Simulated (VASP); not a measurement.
Output of a VASP run:

OSZICAR:
```
       N       E                     dE             d eps       ncg     rms          rms(c)
DAV:   1     0.286867122967E+03    0.28687E+03   -0.18058E+04  4860   0.173E+03
DAV:   2    -0.130215478366E+02   -0.29989E+03   -0.29394E+03  5130   0.495E+02
DAV:   3    -0.197589507895E+02   -0.67374E+01   -0.65279E+01  5154   0.793E+01
DAV:   4    -0.198316704859E+02   -0.72720E-01   -0.72564E-01  5860   0.714E+00
DAV:   5    -0.198326511338E+02   -0.98065E-03   -0.98062E-03  5272   0.791E-01    0.172E+01
DAV:   6    -0.185621930185E+02    0.12705E+01   -0.35500E+00  4908   0.195E+01    0.439E+00
DAV:   7    -0.184803947883E+02    0.81798E-01   -0.25287E-01  4990   0.473E+00    0.107E+00
DAV:   8    -0.184720194831E+02    0.83753E-02   -0.67050E-03  5032   0.963E-01    0.121E-01
DAV:   9    -0.184720890031E+02   -0.69520E-04   -0.47594E-04  6404   0.229E-01    0.480E-02
DAV:  10    -0.184721004270E+02   -0.11424E-04   -0.16021E-05  5206   0.418E-02    0.666E-03
DAV:  11    -0.184721026423E+02   -0.22153E-05   -0.95475E-07  5674   0.948E-03    0.361E-03
DAV:  12    -0.184721021000E+02    0.54225E-06   -0.43204E-08  2684   0.234E-03    0.612E-04
DAV:  13    -0.184721021370E+02   -0.36989E-07   -0.51367E-09  2504   0.653E-04
   1 F= -.18472102E+02 E0= -.18471576E+02  d E =-.184721E+02
       N       E                     dE             d eps       ncg     rms          rms(c)
DAV:   1    -0.184821418091E+02   -0.10040E-01   -0.37972E-01  4910   0.536E+00    0.606E-01
DAV:   2    -0.184739284383E+02    0.82134E-02   -0.11625E-02  4896   0.101E+00    0.248E-01
DAV:   3    -0.184722892867E+02    0.16392E-02   -0.54974E-03  5858   0.517E-01    0.546E-02
DAV:   4    -0.184722946998E+02   -0.54130E-05   -0.16212E-04  5838   0.149E-01    0.340E-02
DAV:   5    -0.184722958456E+02   -0.11458E-05   -0.15433E-05  6522   0.305E-02    0.134E-02
DAV:   6    -0.184722955759E+02    0.26965E-06   -0.18791E-06  5100   0.163E-02    0.152E-03
DAV:   7    -0.184722955736E+02    0.22933E-08   -0.81870E-08  2610   0.290E-03
   2 F= -.18472296E+02 E0= -.18471895E+02  d E =-.193437E-03
       N       E                     dE             d eps       ncg     rms          rms(c)
DAV:   1    -0.184740954791E+02   -0.17999E-02   -0.62669E-02  4908   0.218E+00    0.246E-01
DAV:   2    -0.184727416725E+02    0.13538E-02   -0.19072E-03  4896   0.419E-01    0.101E-01
DAV:   3    -0.184724714449E+02    0.27023E-03   -0.91936E-04  5856   0.213E-01    0.225E-02
DAV:   4    -0.184724723533E+02   -0.90837E-06   -0.27615E-05  5844   0.615E-02    0.139E-02
DAV:   5    -0.184724728396E+02   -0.48631E-06   -0.26616E-06  6508   0.120E-02    0.602E-03
DAV:   6    -0.184724727654E+02    0.74192E-07   -0.42656E-07  3786   0.778E-03
   3 F= -.18472473E+02 E0= -.18472009E+02  d E =-.370628E-03
```

### OUTCAR
```
------------------------ aborting loop because EDIFF is reached ----------------------------------------
  FORCE on cell =-STRESS in cart. coord.  units (eV):
  Direction    XX          YY          ZZ          XY          YZ          ZX
  --------------------------------------------------------------------------------------
  Total       -0.0272025     -0.0272025     -0.0233695      0.0000000      0.0000000      0.0000000
  in kB       -1.5832651     -1.5832653     -1.3601726      0.0000000      0.0000000      0.0000000
  external PRESSURE =      -1.5089010 kB  Pullay stress =       0.0000000 kB
  volume of cell :       27.53
      direct lattice vectors                 reciprocal lattice vectors
     1.359252775 -2.354295024  0.000000000     0.367849166 -0.212377801  0.000000000
     1.359252775  2.354295024  0.000000000     0.367849166  0.212377801 -0.000000000
     0.000000000  0.000000000  4.301057405     0.000000000  0.000000000  0.232500966
 POSITION                                       TOTAL-FORCE (eV/Angst)
 -----------------------------------------------------------------------------------
      1.35925      0.78477      1.07526        -0.000000     -0.000000      0.000000
      1.35925     -0.78477      3.22579         0.000000      0.000000      0.000000
 -----------------------------------------------------------------------------------
    total drift:                               -0.000000      0.000514     -0.000045
  FREE ENERGIE OF THE ION-ELECTRON SYSTEM (eV)
  ---------------------------------------------------
  free  energy   TOTEN  =       -18.4724727654 eV

  energy  without entropy=      -18.4710801497  energy(sigma->0) =      -18.47200856

 reached required accuracy - stopping structural energy minimisation
```
(Selected blocks of OUTCAR.)

File POSCAR:
```
Ru
1
    1.3610575531    -2.3574209918     0.0000000000
    1.3610575531     2.3574209918     0.0000000000
    0.0000000000     0.0000000000     4.2896584634
Ru
2
Direct
  0.3333330000   0.6666670000   0.2500000000
  0.6666670000   0.3333330000   0.7500000000
```

Reconstruct the remaining input files.

This is not unique; one that fits is the input of the run itself, PBE GGA, plane waves, VASP's PBE PAW potentials (set 64).

### KPOINTS
```
Automatic mesh
0
Gamma
15 15 9
0 0 0
```

**INCAR**
```
# general
SYSTEM  = Ru
PREC    = Accurate
ENCUT   = 520
LREAL   = F
LASPH   = T

# electronic loop
EDIFF   = 1E-7
NELM    = 100
ALGO    = Normal
LMAXMIX = 4

# smearing
ISMEAR  = 1
SIGMA   = 0.1

# functional
GGA     = PE

# ions
IBRION  = 2
NSW     = 30
ISIF    = 4
EDIFFG  = -0.01

# output
LWAVE   = F
LCHARG  = F
```

POTCAR, in this order: Ru_pv (PBE.64 set). Program: vasp_std.

The compound is Ru in the hcp structure. This run relaxes it. Symmetry was kept, so distortions that lower it aren't found.
